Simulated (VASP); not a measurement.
OSZICAR of a VASP run on AlZn31Se32:

OSZICAR:
```
       N       E                     dE             d eps       ncg     rms          rms(c)
DAV:   1     0.676014794336E+04    0.67601E+04   -0.21610E+05  1356   0.181E+03
DAV:   2     0.127096552624E+04   -0.54892E+04   -0.53330E+04  1356   0.496E+02
DAV:   3    -0.501315515591E+02   -0.13211E+04   -0.12260E+04  1490   0.197E+02
DAV:   4    -0.201967687799E+03   -0.15184E+03   -0.14928E+03  1544   0.672E+01
DAV:   5    -0.206348959448E+03   -0.43813E+01   -0.43575E+01  1504   0.108E+01    0.260E+01
RMM:   6    -0.197937555737E+03    0.84114E+01   -0.27087E+01  1356   0.114E+01    0.203E+01
RMM:   7    -0.197185442902E+03    0.75211E+00   -0.98050E+00  1356   0.603E+00    0.623E+00
RMM:   8    -0.197362643671E+03   -0.17720E+00   -0.19258E+00  1368   0.227E+00    0.280E+00
RMM:   9    -0.197306500080E+03    0.56144E-01   -0.47764E-01  1356   0.180E+00    0.164E+00
RMM:  10    -0.197299849334E+03    0.66507E-02   -0.90378E-02  1369   0.753E-01    0.504E-01
RMM:  11    -0.197301218681E+03   -0.13693E-02   -0.20587E-02  1402   0.259E-01    0.248E-01
RMM:  12    -0.197302961196E+03   -0.17425E-02   -0.11071E-02  1356   0.180E-01    0.188E-01
RMM:  13    -0.197301998131E+03    0.96306E-03   -0.17844E-03  1356   0.758E-02    0.721E-02
RMM:  14    -0.197301964932E+03    0.33199E-04   -0.51680E-04  1356   0.330E-02    0.466E-02
RMM:  15    -0.197301977613E+03   -0.12681E-04   -0.83024E-05  1206   0.183E-02    0.511E-02
RMM:  16    -0.197301966729E+03    0.10884E-04   -0.55730E-05  1028   0.140E-02    0.127E-02
RMM:  17    -0.197301966280E+03    0.44943E-06   -0.28803E-05   938   0.670E-03
   1 F= -.19730197E+03 E0= -.19728270E+03  d E =-.197302E+03  mag=     1.0000
       N       E                     dE             d eps       ncg     rms          rms(c)
DAV:   1    -0.197371709396E+03   -0.69743E-01   -0.17014E+01  1472   0.682E+00    0.906E-01
RMM:   2    -0.197390779343E+03   -0.19070E-01   -0.24404E-01  1356   0.800E-01    0.295E-01
RMM:   3    -0.197392107798E+03   -0.13285E-02   -0.31116E-02  1360   0.308E-01    0.210E-01
RMM:   4    -0.197392139033E+03   -0.31234E-04   -0.62059E-03  1394   0.156E-01    0.168E-01
RMM:   5    -0.197392032738E+03    0.10629E-03   -0.17455E-03  1360   0.751E-02    0.520E-02
RMM:   6    -0.197392077376E+03   -0.44638E-04   -0.49782E-04  1369   0.323E-02    0.301E-02
RMM:   7    -0.197392077619E+03   -0.24385E-06   -0.90929E-05  1065   0.168E-02
   2 F= -.19739208E+03 E0= -.19737280E+03  d E =-.901113E-01  mag=     1.0000
       N       E                     dE             d eps       ncg     rms          rms(c)
DAV:   1    -0.197403312888E+03   -0.11236E-01   -0.74686E+00  1440   0.454E+00    0.596E-01
RMM:   2    -0.197411021870E+03   -0.77090E-02   -0.10139E-01  1356   0.520E-01    0.188E-01
RMM:   3    -0.197411488615E+03   -0.46675E-03   -0.12589E-02  1357   0.198E-01    0.135E-01
RMM:   4    -0.197411471244E+03    0.17371E-04   -0.23767E-03  1382   0.982E-02    0.106E-01
RMM:   5    -0.197411433622E+03    0.37623E-04   -0.71669E-04  1358   0.486E-02    0.339E-02
RMM:   6    -0.197411452844E+03   -0.19222E-04   -0.20127E-04  1257   0.209E-02    0.197E-02
RMM:   7    -0.197411453145E+03   -0.30112E-06   -0.35286E-05   940   0.112E-02
   3 F= -.19741145E+03 E0= -.19739217E+03  d E =-.109487E+00  mag=     1.0000
       N       E                     dE             d eps       ncg     rms          rms(c)
DAV:   1    -0.197411585575E+03   -0.13273E-03   -0.11192E-01  1482   0.558E-01    0.731E-02
RMM:   2    -0.197411702209E+03   -0.11663E-03   -0.15249E-03  1356   0.636E-02    0.230E-02
RMM:   3    -0.197411709340E+03   -0.71301E-05   -0.18937E-04  1245   0.243E-02    0.167E-02
RMM:   4    -0.197411709301E+03    0.38141E-07   -0.36448E-05   947   0.120E-02
   4 F= -.19741171E+03 E0= -.19739243E+03  d E =-.109743E+00  mag=     1.0000
       N       E                     dE             d eps       ncg     rms          rms(c)
DAV:   1    -0.197416060734E+03   -0.43514E-02   -0.12035E+00  1400   0.190E+00    0.259E-01
RMM:   2    -0.197417665260E+03   -0.16045E-02   -0.18830E-02  1356   0.239E-01    0.787E-02
RMM:   3    -0.197417834260E+03   -0.16900E-03   -0.23492E-03  1360   0.910E-02    0.622E-02
RMM:   4    -0.197417838477E+03   -0.42171E-05   -0.37446E-04  1383   0.425E-02    0.475E-02
RMM:   5    -0.197417829440E+03    0.90369E-05   -0.11012E-04  1254   0.213E-02    0.137E-02
RMM:   6    -0.197417831922E+03   -0.24815E-05   -0.23951E-05   889   0.811E-03
   5 F= -.19741783E+03 E0= -.19739855E+03  d E =-.612262E-02  mag=     1.0000
       N       E                     dE             d eps       ncg     rms          rms(c)
DAV:   1    -0.197417978121E+03   -0.14868E-03   -0.13744E+00  1432   0.203E+00    0.277E-01
RMM:   2    -0.197419842506E+03   -0.18644E-02   -0.21795E-02  1356   0.259E-01    0.850E-02
RMM:   3    -0.197420037242E+03   -0.19474E-03   -0.27060E-03  1359   0.980E-02    0.683E-02
RMM:   4    -0.197420042277E+03   -0.50348E-05   -0.43212E-04  1382   0.458E-02    0.524E-02
RMM:   5    -0.197420031658E+03    0.10619E-04   -0.13019E-04  1278   0.229E-02    0.148E-02
RMM:   6    -0.197420034577E+03   -0.29190E-05   -0.28060E-05   923   0.877E-03
   6 F= -.19742003E+03 E0= -.19740075E+03  d E =-.832528E-02  mag=     1.0000
       N       E                     dE             d eps       ncg     rms          rms(c)
DAV:   1    -0.197420980216E+03   -0.94856E-03   -0.43867E-01  1448   0.116E+00    0.940E-02
RMM:   2    -0.197421236968E+03   -0.25675E-03   -0.29310E-03  1356   0.985E-02    0.314E-02
RMM:   3    -0.197421271198E+03   -0.34230E-04   -0.39491E-04  1362   0.370E-02    0.272E-02
RMM:   4    -0.197421271605E+03   -0.40740E-06   -0.54431E-05  1069   0.163E-02
   7 F= -.19742127E+03 E0= -.19740199E+03  d E =-.123703E-02  mag=     1.0000
```

Question: Which electronic solver shows in the log?

Answer: It is blocked Davidson (ALGO = Normal, or the opening steps of other solvers) and then RMM-DIIS (ALGO = Fast or VeryFast). The INCAR had ALGO = Fast.

Question: How was spin treated?

Answer: Collinear spin (ISPIN = 2): the summary line carries one mag value, 1.00 μB in the cell.

Question: Can the final energy be trusted as converged?

Answer: The run converged. It stopped with EDIFF = 1E-5, NELM = 100, NSW = 60 and EDIFFG = -0.03 after 7 ionic steps (PBE GGA, plane waves, VASP's PBE PAW potentials (set 64)). The cell is charged, with a uniform compensating background. The supercell is sampled at Γ alone, which is coarse: total energies, pressure and levels can be off, energies of defects by several tenths of an eV.

The cell is a supercell with a defect, built from ZnSe (zinc blende): Al_Zn, charge +2. The total moment is imposed (NUPDOWN), so this need not be the lowest spin state.
